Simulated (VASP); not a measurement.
Elastic constants (GPa) of a crystal from PBE GGA, VASP's PBE PAW potentials (set 64) in VASP:

```
      xx    yy    zz    yz    xz    xy
--  ----  ----  ----  ----  ----  ----
xx  46.8  30.7  30.7   0.0   0.0   0.0
yy  30.7  46.8  30.7   0.0   0.0   0.0
zz  30.7  30.7  46.8   0.0   0.0   0.0
yz   0.0   0.0   0.0  18.5   0.0   0.0
xz   0.0   0.0   0.0   0.0  18.5   0.0
xy   0.0   0.0   0.0   0.0   0.0  18.5
```

**Question.** Work out the Voigt, Reuss and Hill moduli, Young's modulus and Poisson's ratio.

**Answer.** All eigenvalues are positive (smallest 16.1 GPa), so the crystal is stable. K_V = (C11+C22+C33+2(C12+C13+C23))/9 = (140.4 + 2×92.1)/9 = 36.1 GPa; G_V = (140.4 − 92.1 + 3×55.5)/15 = 14.3 GPa. From the compliances, K_R = 36.1 GPa and G_R = 12.2 GPa. Hill: K = 36.1 GPa, G = 13.2 GPa, E = 9KG/(3K+G) = 35.4 GPa, ν = (3K−2G)/(2(3K+G)) = 0.336. K/G = 2.72, above Pugh's 1.75; universal anisotropy A^U = 0.88.

**Question.** With a density of 5.52 g/cm³, what are the mean sound speeds?

**Answer.** v_l = √((K+4G/3)/ρ) = 3.12 km/s and v_t = √(G/ρ) = 1.55 km/s. The crystal is CdTe (zinc blende), cubic.

The compound is CdTe in the zinc blende structure. It was relaxed first, which changed the volume by +6 %.
